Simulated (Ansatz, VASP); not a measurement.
**Pb (Pb(111) film of 4 layers) in two plane-wave programs**

One calculation is typed for both programs; each brings its own data sets. How far apart do they land? The cell is taken from a series of runs on this material, whose earlier steps may have relaxed, scaled, displaced or heated it; both programs get it as it stands.

Main program and level: Ansatz 0.2.0; plane waves, with VASP 6.6.1 beside it; zone-centre phonons at PBE.

## 1. The structure

The cell holds 4 atoms: 4 Pb. Its edges and angles: a = 3.515 Å, b = 3.515 Å, c = 40.947 Å, α = 90.0°, β = 90.0°, γ = 120.0°. It derives from Pb. Vacuum lies along c.

## 2. Ansatz: zone-centre phonons, PBE

Ansatz runs on its PAW soft_1 files.

Second derivatives magnify differences that forces hide, and they need a tight electronic threshold.

File input.yaml:

```yaml
crystal:
  lattice:
    - [3.5146055303, 0.0, 0.0]
    - [-1.7573027651, 3.0437376735, 0.0]
    - [0.0, 0.0, 40.9473019119]
  atoms:
    - { symbol: Pb, position: [0.0, 0.0, 0.1339059504] }
    - { symbol: Pb, position: [0.3333333333, 0.6666666667, 0.2017504369] }
    - { symbol: Pb, position: [0.6666666667, 0.3333333333, 0.2762700696] }
    - { symbol: Pb, position: [0.0, 0.0, 0.3441145561] }
  periodic: [true, true, false]
kpoints:
  mp_grid: { grid: [6, 6, 1] }
hamiltonian:
  xc: pbe
  pseudopotentials: { kind: paw, azcp: { folder: soft_1 } }
scf:
  occupations: { method: methfessel_paxton, width: 0.2 }
output:
  eigenvalues: true
phonons:
  method: dfpt
  qmesh: [2, 2, 1]
  temperatures: { t_max: 1000, t_step: 50 }
  qpath:
    path:
      - [0.0, 0.0, 0.0]
      - [0.5, 0.0, 0.0]
      - [0.33333333, 0.33333333, 0.0]
      - [0.0, 0.0, 0.0]
    npoints: 10
```

Started as:

```console
ansatz run input.yaml --threads 4 --pin off --max-ram 20480MiB --backend cpu --events-out ev --progress --plain --runs-dir out
```

Numbers of over 12 decimals in the logs are rounded to 6 here.

What it wrote:

```text
Warning: crystal.symmetry: narrowed to the stabiliser of the run's FFT grids — unitary ops 12 → 6. A phonons.method: dfpt run fills in the rows of the dynamical matrix that it does not solve by its symmetry operations, which is exact only for operations that map its FFT grids onto themselves: filled in by any other, the frequencies could depend on the order in which like atoms are typed, or, by more than the grids' own error, on where the crystal sits among the grids' points. Excluded: 6 operations. The run can therefore solve more perturbations, solve them on more k-points, or both, and cost more. [rest of the remark cut]
Engine: ansatz 0.2.0, aarch64-unknown-linux-gnu
Pseudopotentials: kind: paw
Pseudopotential: Pb, paw, valence charge 14, recommended cutoff 420 eV (normal), soft_1/Pb.paw.azcp
Functional definition: PBE
  parameter kappa = 0.804
  parameter beta = 0.066725
  exchange = pbe_x(kappa = kappa, mu = beta*pi^2/3)
  correlation = pbe_c(beta = beta)
Crystal: 4 atoms, lattice volume = 438.035 Å³
Basis set: ecut = 420 eV, 8531 PW (Γ), exchange–correlation on 48×48×576 points (8 copies of the dense FFT grid, shifted against one another)
Bands: 34, of which v1, the nominal top of the filled ones, is band 28 counted from 1 (27 counted from 0)
Symmetry: 12 space group operations
k-points: 7 of 36 (irreducible under 6 space group operations, time reversal used)
Non-local potential: Pb, projectors of the file, l = 0: 2, l = 1: 2, l = 2: 2, l = 3: 1
PAW form: soft (Blöchl's): semilocal exchange-correlation on the pseudo side does not see the compensation charge
PAW one-centre angular grid: Pb, 590 points (default); XC on 64 Gauss nodes
Initial density: superposition of atomic densities (neutral atoms: chi_scale 0, normalization atom)
Initial wavefunctions: pseudopotential atomic-orbital guess
Functional: x = pbe(κ = 0.804, μ = 0.219515), c = pbe(β = 0.066725)
iter 1 solved again at ethr=1.19e-3 eV; its pass at ethr=3.10e-3 eV (dr2=6.64e-1 eV) is discarded
SCF iter   1: F=—  HF=-47634.973748 eV  |F-HF|=—  |Δ(HF+E_count)|=         —  Δρ=4.72e-3  dr2=6.86e-1  ethr=1.19e-3  ⟨swp⟩=1.0  Hψ=1824  notcnv=0
preconditioner: auto → LDOS  [insulator: Δε(μ)=0.277 eV  Ē_g=15.754 eV  σ=0.200 eV  W_gap=0.92  n_scr=24 (ndim 8)  ℏωp=13.3 eV  f_vac=0.674  D(μ)=1.68/eV (n_scr^D=10)  ε∞_Penn≈1.7  β→1.0]
SCF iter   2: F=—  HF=-47634.903020 eV  |F-HF|=—  |Δ(HF+E_count)|=   7.07e-2  S|Δr|=    0.00e0  Δρ=3.30e-3  dr2=1.93e-1  ethr=1.19e-3  ⟨swp⟩=3.9  Hψ=559  notcnv=0  defer=3
SCF iter   3: F=—  HF=-47634.884144 eV  |F-HF|=—  |Δ(HF+E_count)|=   1.89e-2  S|Δr|=    0.00e0  Δρ=1.04e-3  dr2=1.04e-2  ethr=3.45e-4  ⟨swp⟩=2.9  Hψ=523  notcnv=0  defer=3
SCF iter   4: F=—  HF=-47634.882134 eV  |F-HF|=—  |Δ(HF+E_count)|=   2.01e-3  S|Δr|=    0.00e0  Δρ=3.92e-4  dr2=9.77e-4  ethr=1.85e-5  ⟨swp⟩=3.1  Hψ=617  notcnv=0  defer=3
SCF iter   5: F=—  HF=-47634.882099 eV  |F-HF|=—  |Δ(HF+E_count)|=   3.52e-5  S|Δr|=    0.00e0  Δρ=1.16e-4  dr2=6.97e-5  ethr=1.75e-6  ⟨swp⟩=2.6  Hψ=493  notcnv=0  defer=3
SCF iter   6: F=—  HF=-47634.882100 eV  |F-HF|=—  |Δ(HF+E_count)|=   1.19e-6  S|Δr|=    0.00e0  Δρ=2.26e-5  dr2=3.33e-6  ethr=1.25e-7  ⟨swp⟩=3.3  Hψ=544  notcnv=0  defer=3
SCF iter   7: F=—  HF=-47634.882214 eV  |F-HF|=—  |Δ(HF+E_count)|=   1.14e-4  S|Δr|=    0.00e0  Δρ=6.45e-6  dr2=2.35e-7  ethr=5.95e-9  ⟨swp⟩=3.7  Hψ=585  notcnv=0  defer=3
SCF iter   8: F=—  HF=-47634.882214 eV  |F-HF|=—  |Δ(HF+E_count)|=   1.38e-7  S|Δr|=    0.00e0  Δρ=1.93e-6  dr2=2.72e-8  ethr=4.19e-10  ⟨swp⟩=3.6  Hψ=593  notcnv=0  defer=3
SCF iter   9: F=—  HF=-47634.882214 eV  |F-HF|=—  |Δ(HF+E_count)|=   1.45e-8  S|Δr|=    0.00e0  Δρ=4.23e-7  dr2=8.69e-10  ethr=4.85e-11  ⟨swp⟩=3.4  Hψ=523  notcnv=0  defer=3
SCF iter  10: F=—  HF=-47634.882214 eV  |F-HF|=—  |Δ(HF+E_count)|=   5.52e-9  S|Δr|=    0.00e0  Δρ=1.07e-7  dr2=5.41e-11  ethr=1.55e-12  ⟨swp⟩=3.4  Hψ=581  notcnv=0  defer=3
SCF iter  11: F=-47634.882214 eV  HF=-47634.882214 eV  |F-HF|=4.37e-11  |Δ(HF+E_count)|=  5.68e-10  S|Δr|=    0.00e0  Δρ=2.15e-8  dr2=2.93e-12  ethr=1.00e-12  ⟨swp⟩=16.7  Hψ=1986  notcnv=0
SCF 1 converged in 11 iterations: F = -47634.882214 eV  dr2 = 2.93e-12
  greatest PAW one-centre occupation: 0.978 electrons in one spin orbital (limit 2), on the Pb atom at site 2 (counted from 0), in its partial waves of l = 2
phonons: the bands overlap, so this run is a metal and interpolates without the dipole-dipole term. If the crystal is really an insulator or semiconductor, its LO-TO splitting is missing
NSCF: frozen V_eff on 7 k-points
NSCF: frozen V_eff on 13 k-points
DFPT response loops at q = (0, 0, 0) (fractional): preconditioner auto → none (partly filled bands, converged f_vac=0.680); β = 0.50; Broyden in place of MSR1
NSCF: frozen V_eff on 26 k-points
DFPT response loops at q = (0, -0.5, 0) (fractional): mixed as the last ones told, above
SCF converged after 11 iterations
Stability not checked: this state was not tested for a lower state beside it, because cold or Methfessel-Paxton smearing, or corrected tetrahedra, fill the levels in a way that the test cannot read (fill_not_monotonic; see scf.lower_state_search)
Free energy (F): -47634.882214 eV
Harris-Foulkes:  -47634.882214 eV  (|F-HF|=4.37e-11)
Internal energy: -47634.888179 eV  (E = F + TS)
E sigma→0 (E₀):  -47634.883705 eV
Entropy (-TS):   0.005965 eV (1.491 meV/atom)
Fermi energy:    -3.852296 eV
Step filling:    the computed levels leave a gap of 0.2378 eV = 1.2 smearing widths at the electron count; against every level under it full and every level over it empty, smearing changes F+E_penalty+E_count by +7.448 meV and its σ→0 estimate by +5.957 meV
--- Per-component energies (eV) ---
  E_band       = -974.484587
  E_kinetic    = 1170.999550
  E_local      = -175737.376195  (includes V_loc(G=0)·N_el)
  E_nonlocal   = 1220.541268
  E_hartree    = 87000.051368
  E_xc         = -821.926583
  E_vxc        = -550.170408  (∫ρ·V_xc dr)
  E_paw        = -41572.612742  (= ΣΔE_a)
  E_vpaw       = -1078.581477  (= ΣTr[D̂ρ^β])
  E_aug_tail   = -0.000033  (compensation charges beyond the density's cutoff)
  E_ewald      = 81105.435188
  E_smearing   = 0.005965  (= −TS)
  E_closure    = 0.000000  (closes the sum)
  Σ components = -47634.882214   (vs F -47634.882214, Δ=0.00e0)
--- Band table (eV; the first three rows and the last of 7) ---
  k-point 0: bands = [... 24 lower, -7.1988, -5.4125, -2.7872, -0.9042 (-0.9051°), -0.1410 (-0.1756°), 0.3798, 0.9593, 1.4243, ... 2 higher]
  k-point 1: bands = [... 24 lower, -6.6890, -4.9909, -2.6767, -1.5079 (-1.5079°), -1.2723 (-1.2723°), -0.5261 (-0.5266°), -0.0754 (-0.0765°), 0.2553 (0.2330°), ... 2 higher]
  k-point 2: bands = [... 24 lower, -5.8846, -5.6398, -5.1571, -4.3945, -3.7423, -2.8978, -1.2097, -0.9441, ... 2 higher]
  k-point 6: bands = [... 24 lower, -6.1416, -6.1416, -5.8657, -5.3234, -5.3234, -4.8553, -4.1143, -4.1143, ... 2 higher]
  ° read free of the cell's end (the report's vacuum.weakly_bound_levels)
--- Phonons (Γ-DFPT): 8 representative perturbations + reference (Σ response iterations 30) ---
  ASR residual: 1.515e-4 → 0.000e0 eV/Å²; symmetrization residual: 5.342e-5 eV/Å²
  The last average, over the group as it would stand without the narrowing to the FFT grids, took up to 6.047e-5 eV/Å² of the zone centre's force constants
  ASR residual per site (eV/Å²): 1.42e-4 1.29e-4 1.39e-4 1.51e-4
  Γ frequencies (cm⁻¹): 0.00 0.00 0.00 14.11 14.11 24.56 29.20 29.20 35.21 35.21 53.83 76.65
--- Phonons (arbitrary-q DFPT): 2 irreducible q on the 2×2×1 mesh ---
  q = [0.0000, 0.0000, 0.0000] (star 1, of the zone-centre solve; hermiticity 5.00e-5, symmetrization 4.64e-11, taken by the last average 2.83e-5): -0.00 -0.00 0.00 14.11 14.11 24.56 29.20 29.20 35.21 35.21 53.83 76.65
  q = [0.0000, -0.5000, 0.0000] (star 3, 12 solved perturbations on 13 of 36 k-point pairs; hermiticity 2.86e-5, symmetrization 9.29e-6, taken by the last average 4.49e-5): 30.71 30.97 34.41 35.41 39.92 44.11 45.28 49.85 62.09 66.97 75.23 79.59
  sum rule: each row above includes the acoustic sum rule's correction from the zone centre's row sums; it moved no ω² by more than (0.45 cm⁻¹)²
  mesh force constants: q→R imaginary residual 2.14e-17; ASR residual 1.515e-4 → 0.000e0 eV/Å²; symmetrization residual 1.443e-15 eV/Å²
  interpolated dispersion: 31 rows × 12 modes
  density of states and harmonic sums: on the 20×20×1 q-mesh, interpolated from the force constants of a 2×2×1 supercell (no non-analytic term)
  largest difference from the sums on the solved wave vectors: F 1.95e-1 eV, S 2.59e-4 and C_V 6.40e-5 eV/K
  zero-point energy: 0.033907 eV/cell   skipped modes (ω ≤ 0): 3   left out of the sums: 6.25e-4 of the cell's modes: C_V's classical limit lies that fraction below 3 k_B per atom; for a crystal, a wire or a layer, F and S can be off by more, and a phonons.interpolated_qmesh denser along its periods is the remedy for the sampling
```

In the SCF lines HF is the Harris–Foulkes energy and dr2 the Hartree energy of the density residual, in eV; the loop may stop once dr2 is under the threshold and the program's other checks hold. Hψ counts applications of the Hamiltonian.

[end of part 1 of 2]

[Lines on the potential files, build, host, timing and source positions are cut from VASP's logs without a mark.]

[Logs are printed without paths, hosts, clocks, repeated set-up lines and the standing remarks that a program may print on its own settings, such as how far it seeks lower states.]

[Hosts, paths, dates, database ids (printed as entryN), source tags and the programs' standing remarks are cut or masked in the printed files.]
